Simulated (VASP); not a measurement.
An input for Quantum ESPRESSO's pw.x (written as the equivalent of a VASP run, and not itself run):

```
&CONTROL
  calculation = 'scf'
  pseudo_dir = './pseudo'
  outdir = './out'
  tprnfor = .true.
  tstress = .true.
/
&SYSTEM
  ibrav = 0
  nat = 6
  ntyp = 2
  ecutwfc = 92
  occupations = 'smearing'
  smearing = 'fermi-dirac'
  degauss = 0.000735
  input_dft = 'pbe'
/
&ELECTRONS
  conv_thr = 7.3e-08
  electron_maxstep = 100
/
ATOMIC_SPECIES
  Cu 63.546 Cu.upf
  O 15.999 O.upf
CELL_PARAMETERS angstrom
     4.2008260    0.0000000    0.0000000
     0.0000000    4.2008260    0.0000000
     0.0000000    0.0000000    4.2008260
ATOMIC_POSITIONS crystal
  Cu   0.7500000  0.2500000  0.7500000
  Cu   0.2500000  0.7500000  0.7500000
  Cu   0.7500000  0.7500000  0.2500000
  Cu   0.2500000  0.2500000  0.2500000
  O    0.0000000  0.0000000  0.0000000
  O    0.5000000  0.5000000  0.5000000
K_POINTS automatic
  7 7 7 0 0 0
```

Write the VASP files for the same calculation (PBE).

This is not unique; one that fits is 
File KPOINTS:
```
Automatic mesh
0
Gamma
7 7 7
0 0 0
```

POSCAR:
```
Cu2O
1
    4.2008260000     0.0000000000     0.0000000000
    0.0000000000     4.2008260000     0.0000000000
    0.0000000000     0.0000000000     4.2008260000
Cu O
4 2
Direct
  0.7500000000   0.2500000000   0.7500000000
  0.2500000000   0.7500000000   0.7500000000
  0.7500000000   0.7500000000   0.2500000000
  0.2500000000   0.2500000000   0.2500000000
  0.0000000000   0.0000000000   0.0000000000
  0.5000000000   0.5000000000   0.5000000000
```

**INCAR**
```
# general
SYSTEM =Cu2O
PREC   =Accurate
ENCUT  =400
LREAL  =F
LASPH  =T

# electronic loop
EDIFF  =1E-6
NELM   =100
ALGO   =Normal
LMAXMIX=4

# smearing
ISMEAR =-1
SIGMA  =0.01

# functional
GGA    =PE

# ions
ISIF   =2

# output
LWAVE  =F
LCHARG =F
```

POTCAR, in this order: Cu O (PBE.64 set). Program: vasp_std.

The two are equivalent in intent, not identical: the potentials are each code's own (VASP's PAW set, PseudoDojo norm-conserving files in pw.x), so ENCUT and ecutwfc are chosen apart and not converted; conv_thr bounds pw.x's estimated SCF error, while EDIFF bounds the energy change between steps.

The structure is a typed Cu2O crystal (Pn-3m). The cell was not relaxed at this level.
